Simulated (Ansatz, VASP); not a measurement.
Two plane-wave programs on Y2Te

```xyz
3
Lattice="0.0000 3.4830 3.4830 3.4830 0.0000 3.4830 3.4830 3.4830 0.0000" Properties=species:S:1:pos:R:3 pbc="T T T"
Y     1.7415    1.7415    1.7415
Y     5.2245    5.2245    5.2245
Te    0.0000    0.0000    0.0000
```

Alike in both runs: task relaxation of cell and atoms; functional PBE; k mesh 4 × 4 × 4; occupations gaussian, width 0.1 eV; no spin polarisation.

|  | VASP | Ansatz |
| --- | --- | --- |
| version | VASP 6.6.1 | Ansatz 0.2.0 |
| potentials or method | VASP PAW PBE potentials, release 64 (Y_sv, Te) | scalar-relativistic, plane waves, PAW |
| plane-wave cutoff (eV) | 600 | 420 |
| valence electrons in the cell | 28 | 38 |

```csv
,VASP,Ansatz,Ansatz less VASP
"gap on the k mesh at the Fermi level, each at its own relaxed structure (eV)",none,none,-
relaxed volume (Å³/atom),30.79,30.82,+0.027
relaxed cell length with the largest relative difference (Å),5.074,5.076,+0.0015
energy change over the relaxation (meV/atom),-41,-42,-0.5
```

A gap of «none» marks a metal or a gap that the smearing closes. The two sets of potentials don't hold the same shells in valence.

Caveats: the k mesh is coarse (spacing up to 0.39 Å⁻¹), so the values aren't converged. The runs have no spin-orbit coupling, so splittings on Te are missing.
